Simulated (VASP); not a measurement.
Output of a VASP run:

**OSZICAR**
```
       N       E                     dE             d eps       ncg     rms          rms(c)
DAV:   1     0.487379903048E+02    0.48738E+02   -0.81916E+03  1456   0.116E+03
DAV:   2    -0.353853206098E+02   -0.84123E+02   -0.81445E+02  1926   0.177E+02
DAV:   3    -0.396810623955E+02   -0.42957E+01   -0.42779E+01  1954   0.434E+01
DAV:   4    -0.397409995844E+02   -0.59937E-01   -0.59828E-01  1814   0.585E+00
DAV:   5    -0.397423450346E+02   -0.13455E-02   -0.13450E-02  2018   0.812E-01    0.115E+01
DAV:   6    -0.364771655933E+02    0.32652E+01   -0.31587E-01  1660   0.502E+00    0.762E+00
DAV:   7    -0.348272396427E+02    0.16499E+01   -0.58562E-01  1630   0.600E+00    0.118E+00
DAV:   8    -0.357380891393E+02   -0.91085E+00   -0.29390E-01  1558   0.456E+00    0.288E-01
DAV:   9    -0.359001780734E+02   -0.16209E+00   -0.10394E-01  1666   0.330E+00    0.148E-01
DAV:  10    -0.358572751755E+02    0.42903E-01   -0.28190E-02  1648   0.165E+00    0.162E-01
DAV:  11    -0.358992602749E+02   -0.41985E-01   -0.99803E-03  1576   0.102E+00    0.119E-01
DAV:  12    -0.359101662755E+02   -0.10906E-01   -0.14280E-02  1516   0.121E+00    0.646E-02
DAV:  13    -0.359124670786E+02   -0.23008E-02   -0.91519E-04  1720   0.278E-01    0.413E-02
DAV:  14    -0.359125688571E+02   -0.10178E-03   -0.23626E-05  1994   0.474E-02    0.347E-02
DAV:  15    -0.359126759228E+02   -0.10707E-03   -0.19053E-05  1678   0.456E-02    0.199E-02
DAV:  16    -0.359132042230E+02   -0.52830E-03   -0.36976E-04  1522   0.187E-01    0.546E-03
DAV:  17    -0.359132144010E+02   -0.10178E-04   -0.16447E-05  1804   0.341E-02    0.580E-03
DAV:  18    -0.359132128215E+02    0.15794E-05   -0.87287E-07  1834   0.966E-03    0.370E-03
DAV:  19    -0.359132131952E+02   -0.37368E-06   -0.17728E-06  1624   0.117E-02    0.293E-03
DAV:  20    -0.359132133634E+02   -0.16819E-06   -0.84510E-08   908   0.284E-03    0.102E-03
DAV:  21    -0.359132135072E+02   -0.14377E-06   -0.21306E-08   908   0.135E-03    0.102E-04
DAV:  22    -0.359132135056E+02    0.15445E-08   -0.29075E-09   884   0.471E-04
   1 F= -.35913214E+02 E0= -.35913213E+02  d E =-.156425E-06
```

**OUTCAR**
```
------------------------ aborting loop because EDIFF is reached ----------------------------------------
  FORCE on cell =-STRESS in cart. coord.  units (eV):
  Direction    XX          YY          ZZ          XY          YZ          ZX
  --------------------------------------------------------------------------------------
  Total       -0.0509717      0.0556838     -0.0488522      0.0000000      0.0000000      0.0000000
  in kB       -0.9948891      1.0868631     -0.9535194      0.0000000      0.0000000      0.0000000
  external PRESSURE =      -0.2871818 kB  Pullay stress =       0.0000000 kB
  volume of cell :       82.09
      direct lattice vectors                 reciprocal lattice vectors
     1.649956416 -5.483693245  0.000000000     0.303038308 -0.091179426  0.000000000
     1.649956416  5.483693245  0.000000000     0.303038308  0.091179426  0.000000000
     0.000000000  0.000000000  4.536168546     0.000000000  0.000000000  0.220450362
 POSITION                                       TOTAL-FORCE (eV/Angst)
 -----------------------------------------------------------------------------------
      1.64996      4.43657      4.13450         0.000000     -0.005324     -0.028373
      1.64996      1.04712      1.86642         0.000000      0.005324     -0.028373
      1.64996     -1.04712      2.66975         0.000000     -0.005324      0.028373
      1.64996     -4.43657      0.40166         0.000000      0.005324      0.028373
 -----------------------------------------------------------------------------------
    total drift:                               -0.000000      0.000000      0.000000
  FREE ENERGIE OF THE ION-ELECTRON SYSTEM (eV)
  ---------------------------------------------------
  free  energy   TOTEN  =       -35.9132135056 eV

  energy  without entropy=      -35.9132133492  energy(sigma->0) =      -35.91321343
```
(Selected blocks of OUTCAR.)

File POSCAR:
```
P
1
    1.6499564161    -5.4836932449    -0.0000000000
    1.6499564161     5.4836932449     0.0000000000
    0.0000000000     0.0000000000     4.5361685465
P
4
Direct
  0.0954761534   0.9045238466   0.9114529210
  0.4045238466   0.5954761534   0.4114529210
  0.5954761534   0.4045238466   0.5885470790
  0.9045238466   0.0954761534   0.0885470790
```

Q: Reconstruct the remaining input files.

A: This is not unique; one that fits is the input of the run itself, r2SCAN meta-GGA, plane waves, VASP's PBE PAW potentials (set 64).

File KPOINTS:
```
Automatic mesh
0
Gamma
6 6 6
0 0 0
```

INCAR:
```
ALGO = Normal
EDIFF = 1E-7
ENCUT = 480
ISIF = 2
ISMEAR = 0
LASPH = .True.
LCHARG = .False.
LMIXTAU = .True.
LREAL = .False.
LWAVE = .False.
METAGGA = R2SCAN
NELM = 100
PREC = Accurate
SIGMA = 0.05
SYSTEM = P
```

POTCAR, in this order: P (PBE.64 set). Program: vasp_std.

The compound is P in the black structure. It was relaxed first, which changed the volume by +8 %.
